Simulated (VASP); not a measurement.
Given:

```xyz
64
Lattice="10.9371 0.0000 0.0000 0.0000 10.9371 0.0000 0.0000 0.0000 10.9371" Properties=species:S:1:pos:R:3 pbc="T T T"
Si     5.4746     0.0058    10.9265
Si     6.8201     1.3781     1.3942
Si     8.2061     2.7433    10.9313
Si     9.5424     4.1002     1.3925
Si     8.2044     0.0050     2.7308
Si     9.5384     1.3797     4.1160
Si     0.0066     0.0065    10.9295
Si     1.3605     1.3592     1.3743
Si     2.7443     2.7430    10.9252
Si     4.0925     4.0922     1.3828
Si     5.4758     5.4739    10.9282
Si     6.8250     6.8241     1.3892
Si     8.2055     8.2036    10.9300
Si     9.5626     9.5614     1.3738
Si     2.7434     0.0009     2.7284
Si     4.0928     1.3674     4.1069
Si     5.4867     2.7894     2.7743
Si     6.6657     4.2428     4.2655
Si     8.1600     5.4550     2.7752
Si     9.5473     6.8232     4.1105
Si     5.4757     0.0067     5.4605
Si     6.8289     1.3682     6.8434
Si     8.1582     2.7916     5.4480
Si     9.5518     4.0924     6.8423
Si     8.2080     0.0015     8.1918
Si     9.5621     1.3597     9.5754
Si     0.0057     5.4739    10.9264
Si     1.3790     6.8199     1.3923
Si     2.7453     8.2035    10.9286
Si     4.1010     9.5408     1.3906
Si     0.0037     2.7427     2.7298
Si     1.3695     4.0924     4.1082
Si     2.7894     5.4867     2.7740
Si     4.2414     6.6686     4.2625
Si     5.4567     8.1601     2.7742
Si     6.8243     9.5465     4.1109
Si     0.0057     0.0075     5.4615
Si     1.3815     1.3792     6.8338
Si     2.7904     2.7881     5.4707
Si     4.2514     4.2457     6.6830
Si     6.6701     6.6671     6.6876
Si     8.1614     8.1597     5.4773
Si     9.5441     9.5402     6.8350
Si     2.7460     0.0062     8.1902
Si     4.1025     1.3802     9.5534
Si     5.4647     2.7893     8.1443
Si     6.8276     4.0932     9.5652
Si     8.1589     5.4872     8.1419
Si     9.5394     6.8205     9.5545
Si     0.0061     8.2033     2.7299
Si     1.3775     9.5400     4.1157
Si     0.0076     5.4740     5.4606
Si     1.3726     6.8250     6.8428
Si     2.7910     8.1587     5.4456
Si     4.0948     9.5488     6.8414
Si     0.0095     2.7429     8.1904
Si     1.3801     4.1017     9.5544
Si     2.7927     5.4584     8.1433
Si     4.0947     6.8246     9.5626
Si     5.4911     8.1571     8.1417
Si     6.8213     9.5385     9.5559
Si     0.0064     8.2041     8.1917
Si     1.3603     9.5617     9.5759
B      5.4817     5.4836     5.4487
```
Cell charge +1.

The numbers are results of HSE06 screened hybrid, VASP's PBE PAW potentials (set 64) (plane waves; VASP), not measurements. Run with PREC = Normal, LREAL = Auto, ISYM = 0, NELECT = 254.0, EDIFF = 1E-5, 400 eV cut-off, 1×1×1 Γ-centred mesh, Gaussian smearing of 0.050 eV, potentials Si B.

The cell is charged, with a uniform compensating background. The supercell is sampled at Γ alone, which is coarse: total energies, pressure and levels can be off, energies of defects by several tenths of an eV.

Q: Predict the energy per atom (σ→0), largest force.

A: 
```yaml
energy per atom (σ→0): -606.4 kJ/mol-atom
largest_force: 0.114 eV/Å
```

Only differences to runs with the same potentials and settings are physical.

The cell is a supercell with a defect, built from Si (diamond): B_Si, charge +1. The cell's shape comes from a PBE relaxation. The run is not spin-polarised, so no state with unpaired spins was tried.
